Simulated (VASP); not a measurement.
Here is the system:

```
BaTiO3
1.0
    4.00000     0.00000     0.00000
    0.00000     4.00000     0.00000
    0.00000     0.00000     4.00000
Ba Ti O
1 1 3
Direct
  0.99616   0.99601   0.99222
  0.50776   0.50009   0.49959
  0.49807   0.99555   0.49854
  0.99691   0.50994   0.50231
  0.50111   0.49841   0.00734
```

All values below come from PBEsol GGA, VASP's PBE PAW potentials (set 64) (plane waves; VASP). Numerical set-up: 400 eV cut-off, 4×4×4 Γ-centred mesh, Fermi-Dirac smearing of 0.020 eV, potentials Ba_sv Ti_sv O.

At this cut-off the stress carries a Pulay error, which pulls relaxed volumes low.

Give the force on each atom (eV/Å).

```
atom      Fx      Fy      Fz
----  ------  ------  ------
Ba1    0.185   0.107   0.230
Ti2    0.079   0.065  -0.289
O3    -0.024   0.215   0.138
O4    -0.161  -0.298   0.068
O5    -0.079  -0.089  -0.147
```

Give the stress tensor in GPa (positive for a compressed cell).

```
-6.66  -0.04   0.05
-0.04  -6.79   0.12
 0.05   0.12  -6.73
```
The pressure is its mean diagonal, -6.73 GPa.

The structure is a typed BaTiO3 crystal. The cell was not relaxed at this level, atoms are displaced from their ideal sites.
